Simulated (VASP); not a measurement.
Wanted: the native input for a VASP 6.6.1 run.

- Task: dielectric tensor
- Functional: PBE
- Potentials or basis: VASP PAW PBE potentials, release 64 (Mo_sv, S)
- Cutoff: 600 eV
- k mesh: 12 × 12 × 3
- Occupations: gaussian, width 0.03 eV
- Spin: no spin polarisation
- Further INCAR settings: ALGO = Normal; EDIFF = 1e-08

The structure of MoS2 lies in POSCAR:

```
MoS2                                    
1.0
    3.1845495892      0.0000000000     -0.0000000000
   -1.5922747946      2.7579008438      0.0000000000
   -0.0000000000      0.0000000000     14.3387493172
  Mo              S             
     2     4
Direct
     0.3333333332999970    0.6666666667000030    0.2500000000000000
     0.6666666667000030    0.3333333332999970    0.7500000000000000
     0.3333333332999970    0.6666666667000030    0.6410616449104116
     0.6666666667000030    0.3333333332999970    0.1410616449104116
     0.3333333332999970    0.6666666667000030    0.8589383550895884
     0.6666666667000030    0.3333333332999970    0.3589383550895884
```

One way to write it, as run:

INCAR

```
SYSTEM = MoS2
PREC = Accurate
ENCUT = 600
EDIFF = 1E-8
ISMEAR = 0
SIGMA = 0.03
LREAL = .FALSE.
LASPH = .TRUE.
NELM = 80
ALGO = Normal
ISIF = 2
LWAVE = .FALSE.
LCHARG = .FALSE.
GGA = PE
LEPSILON = .TRUE.
KPAR = 2
```

KPOINTS

```
Automatic mesh
0
G
  12 12 3
  0 0 0
```

Potentials or basis: VASP PAW PBE potentials, release 64 (Mo_sv, S).

Launch:

```console
$ cat potpaw_PBE.64/Mo_sv/POTCAR potpaw_PBE.64/S/POTCAR > POTCAR
$ mpirun -np 2 vasp_std > vasp.out
```

It gave:

```yaml
Band_gap_on_the_k_mesh: 1.40 eV, indirect (least direct gap 1.66 eV)
Electronic_dielectric_tensor_diagonal: 13.16, 13.16, 3.59
Born_charges_mean_of_the_diagonal: Mo -0.73; S +0.37 e
```

Caveat: an odd mesh through Γ misses points on the zone boundary, where band edges often lie.

Run time: 23 min on 2 MPI ranks on Intel(R) Xeon(R) Platinum 8488C (Sapphire Rapids), on a shared host, peak memory 1 GiB a rank.
